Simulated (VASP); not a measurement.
Output of a VASP run:

OUTCAR:
```
 ion  position               nearest neighbor table
   1  0.000  0.500  0.500-   2 2.56   3 2.56   4 2.56   2 2.56   4 2.56   3 2.56   4 2.56   4 2.56
                             2 2.56   3 2.56   2 2.56   3 2.56
   2  0.500  0.500  0.000-   1 2.56   3 2.56   4 2.56   1 2.56   3 2.56   3 2.56   4 2.56   3 2.56
                             1 2.56   4 2.56   1 2.56   4 2.56
   3  0.500  0.000  0.500-   1 2.56   2 2.56   4 2.56   2 2.56   4 2.56   1 2.56   2 2.56   2 2.56
                             1 2.56   4 2.56   4 2.56   1 2.56
   4  0.000  0.000  0.000-   1 2.56   2 2.56   3 2.56   1 2.56   3 2.56   1 2.56   2 2.56   1 2.56
                             2 2.56   3 2.56   3 2.56   2 2.56
  LATTYP: Found a simple cubic cell.
 ALAT       =     3.6147560000
 Subroutine PRICEL returns:
 Original cell was already a primitive cell.
 Subroutine GETGRP returns: Found 48 space group operations
The static configuration has the point symmetry O_h .
The dynamic configuration has the point symmetry O_h .
The overall configuration has the point symmetry O_h .
 Subroutine INISYM returns: Found 48 space group operations
 Subroutine IBZKPT returns following result:
 Found     10 irreducible k-points:

 Following reciprocal coordinates:
            Coordinates               Weight
  0.000000  0.000000  0.000000      1.000000
  0.200000  0.000000  0.000000      6.000000
  0.400000  0.000000  0.000000      6.000000
  0.200000  0.200000  0.000000     12.000000
  0.400000  0.200000  0.000000     24.000000
  0.400000  0.400000  0.000000     12.000000
  0.200000  0.200000  0.200000      8.000000
  0.400000  0.200000  0.200000     24.000000
  0.400000  0.400000  0.200000     24.000000
  0.400000  0.400000  0.400000      8.000000
   k-points           NKPTS =     10   k-points in BZ     NKDIM =     10   number of bands    NBANDS=     29
   number of dos      NEDOS =    301   number of ions     NIONS =      4
   total plane-waves  NPLWV =   8000
   dimension x,y,z NGX =    20 NGY =   20 NGZ =   20
   dimension x,y,z NGXF=    40 NGYF=   40 NGZF=   40
   ions per type =               3   1
   PREC   = accura    normal or accurate (medium, high low for compatibility)
   ISTART =      0    job   : 0-new  1-cont  2-samecut
   ICHARG =      2    charge: 1-file 2-atom 10-const
   ISPIN  =      2    spin polarized calculation?
   LNONCOLLINEAR =      F non collinear calculations
   LSORBIT =      F    spin-orbit coupling
   INIWAV =      1    electr: 0-lowe 1-rand  2-diag
   ENCUT  =  300.0 eV  22.05 Ry    4.70 a.u.   5.11  5.11  5.11*2*pi/ulx,y,z
   NELM   =    100;   NELMIN=  2; NELMDL= -5     # of ELM steps
   EDIFF  = 0.1E-05   stopping-criterion for ELM
   LREAL  =      F    real-space projection
   NLSPLINE    = F    spline interpolate recip. space projectors
   LMAXMIX     =    4 max onsite mixed and CHGCAR
   VOSKOWN=      0    Vosko Wilk Nusair interpolation
   EDIFFG = 0.1E-04   stopping-criterion for IOM
   NSW    =      0    number of steps for IOM
   NBLOCK =      1;   KBLOCK =      1    inner block; outer block
   IBRION =     -1    ionic relax: 0-MD 1-quasi-New 2-CG
   NFREE  =      0    steps in history (QN), initial steepest desc. (CG)
   ISIF   =      2    stress and relaxation
   ISYM   =      2    0-nonsym 1-usesym 2-fastsym
   TEIN   =    0.0    initial temperature
   TEBEG  =    0.0;   TEEND  =   0.0 temperature during run
   SMASS  =  -3.00    Nose mass-parameter (am)
   PSTRESS=    0.0 pullay stress
   NELECT =      38.0000    total number of electrons
   EFERMI =   0.00;   METHOD = LEGACY
   ISMEAR =    -1;   SIGMA  =   0.14  broadening in eV -4-tet -1-fermi 0-gaus
   IALGO  =     38    algorithm
   LDIAG  =      T    sub-space diagonalisation (order eigenvalues)
   IMIX   =      4    mixing-type and parameters
     AMIX     =   0.40;   BMIX     =  1.00
     AMIX_MAG =   1.60;   BMIX_MAG =  1.00
     AMIN     =   0.10
   GGA     = PE    functional components
   VOSKOWN =     0    Vosko Wilk Nusair interpolation
   LHFCALC =     F    Hartree Fock is set to
   LHFONE  =     F    Hartree Fock one center treatment
   AEXX    =    0.0000 exact exchange contribution
   IVDW    =     0    specifies the selected vdW correction
   LEPSILON=     F    determine dielectric tensor
...
```

File OSZICAR:
```
       N       E                     dE             d eps       ncg     rms          rms(c)
DAV:   1     0.267025886001E+03    0.26703E+03   -0.12436E+04  1176   0.109E+03
DAV:   2    -0.220576467843E+02   -0.28908E+03   -0.27464E+03  1170   0.335E+02
DAV:   3    -0.372047593139E+02   -0.15147E+02   -0.13693E+02  1283   0.890E+01
DAV:   4    -0.375843593564E+02   -0.37960E+00   -0.37561E+00  1270   0.147E+01
DAV:   5    -0.375908969860E+02   -0.65376E-02   -0.65341E-02  1419   0.180E+00    0.301E+01
DAV:   6    -0.453685629422E+02   -0.77777E+01   -0.51230E+01  1415   0.924E+01    0.289E+01
DAV:   7    -0.357025233605E+02    0.96660E+01   -0.33515E+01  1420   0.582E+01    0.760E+00
DAV:   8    -0.355044070187E+02    0.19812E+00   -0.15170E+00  1357   0.125E+01    0.400E+00
DAV:   9    -0.354811461860E+02    0.23261E-01   -0.52968E-02  1492   0.223E+00    0.196E+00
DAV:  10    -0.354705276620E+02    0.10619E-01   -0.38855E-02  1555   0.183E+00    0.555E-01
DAV:  11    -0.354712197153E+02   -0.69205E-03   -0.39393E-03  1534   0.518E-01    0.189E-01
DAV:  12    -0.354712015154E+02    0.18200E-04   -0.58719E-04  1399   0.220E-01    0.166E-01
DAV:  13    -0.354712222245E+02   -0.20709E-04   -0.65130E-05  1519   0.897E-02    0.812E-02
DAV:  14    -0.354712564858E+02   -0.34261E-04   -0.85904E-05  1721   0.855E-02    0.466E-02
DAV:  15    -0.354712615151E+02   -0.50293E-05   -0.37567E-05  1729   0.575E-02    0.120E-02
DAV:  16    -0.354712633633E+02   -0.18482E-05   -0.34316E-06  1098   0.177E-02    0.112E-02
DAV:  17    -0.354712644803E+02   -0.11171E-05   -0.29376E-06   772   0.152E-02    0.369E-03
DAV:  18    -0.354712646898E+02   -0.20945E-06   -0.10277E-06   755   0.691E-03
   1 F= -.35471265E+02 E0= -.35327749E+02  d E =-.287032E+00  mag=     2.0344
```

### OUTCAR
```
------------------------ aborting loop because EDIFF is reached ----------------------------------------
  FORCE on cell =-STRESS in cart. coord.  units (eV):
  Direction    XX          YY          ZZ          XY          YZ          ZX
  --------------------------------------------------------------------------------------
  Total       -0.3861341     -0.3861341     -0.3861341      0.0000000     -0.0000000      0.0000000
  in kB      -13.0982052    -13.0982052    -13.0982052      0.0000000     -0.0000000      0.0000000
  external PRESSURE =     -13.0982052 kB  Pullay stress =       0.0000000 kB
  volume of cell :       47.23
      direct lattice vectors                 reciprocal lattice vectors
     3.614756000  0.000000000  0.000000000     0.276643845  0.000000000  0.000000000
     0.000000000  3.614756000  0.000000000     0.000000000  0.276643845  0.000000000
     0.000000000  0.000000000  3.614756000     0.000000000  0.000000000  0.276643845
 POSITION                                       TOTAL-FORCE (eV/Angst)
 -----------------------------------------------------------------------------------
      0.00000      1.80738      1.80738         0.000000      0.000000      0.000000
      1.80738      1.80738      0.00000         0.000000      0.000000      0.000000
      1.80738      0.00000      1.80738         0.000000      0.000000      0.000000
      0.00000      0.00000      0.00000         0.000000      0.000000      0.000000
 -----------------------------------------------------------------------------------
    total drift:                               -0.000000     -0.000000     -0.000000
  FREE ENERGIE OF THE ION-ELECTRON SYSTEM (eV)
  ---------------------------------------------------
  free  energy   TOTEN  =       -35.4712646898 eV

  energy  without entropy=      -35.1842327874  energy(sigma->0) =      -35.32774874

 total charge

# of ion       s       p       d       tot
------------------------------------------
    1        0.513   0.583   6.308   7.404
    2        0.513   0.583   6.308   7.404
    3        0.513   0.583   6.308   7.404
    4        2.412   6.220   3.897  12.529
--------------------------------------------------
tot          3.952   7.967  22.821  34.740

 magnetization (x)

# of ion       s       p       d       tot
------------------------------------------
    1        0.001  -0.006   0.814   0.809
    2        0.001  -0.006   0.814   0.809
    3        0.001  -0.006   0.814   0.809
    4       -0.013  -0.016  -0.365  -0.394
--------------------------------------------------
tot         -0.011  -0.033   2.077   2.033
```
(Selected blocks of OUTCAR.)

File POSCAR:
```
Fe3Mo
1
    3.6147560000     0.0000000000     0.0000000000
    0.0000000000     3.6147560000     0.0000000000
    0.0000000000     0.0000000000     3.6147560000
Fe Mo
3 1
Direct
  0.0000000000   0.5000000000   0.5000000000
  0.5000000000   0.5000000000   0.0000000000
  0.5000000000   0.0000000000   0.5000000000
  0.0000000000   0.0000000000   0.0000000000
```

### Question
Reconstruct the remaining input files.

### Answer
Several could match; the one computed here: the input of the run itself, PBE GGA, plane waves, VASP's PBE PAW potentials (set 64).

File KPOINTS:
```
Automatic mesh
0
Gamma
5 5 5
0 0 0
```

INCAR:
```
# general
SYSTEM  = Fe3Mo
PREC    = Accurate
ENCUT   = 300   # plane-wave cut-off (eV)
LREAL   = .FALSE.   # projection in real space or not
LASPH   = .TRUE.   # aspherical one-centre terms

# electronic loop
EDIFF   = 1E-6
NELM    = 100
ALGO    = Normal   # blocked Davidson
LMAXMIX = 4

# smearing
ISMEAR  = -1   # Fermi-Dirac
SIGMA   = 0.136

# functional
GGA     = PE   # PBE

# spin
ISPIN   = 2
MAGMOM  = 4.0 4.0 4.0 0.0

# ions
ISIF    = 2   # forces and stress, cell fixed

# output
LWAVE   = .FALSE.
LCHARG  = .FALSE.
LORBIT  = 11   # lm-projected
```

POTCAR, in this order: Fe Mo_sv (PBE.64 set). Program: vasp_std.

At this cut-off the stress carries a Pulay error, which pulls relaxed volumes low.

The structure was generated: Fe3Mo was put into an ordered model structure, which need not be its known phase. The cell was not relaxed at this level. The k-mesh is coarse (spacing up to 0.35 per Å, 2π included), so the numbers may not be converged in it.
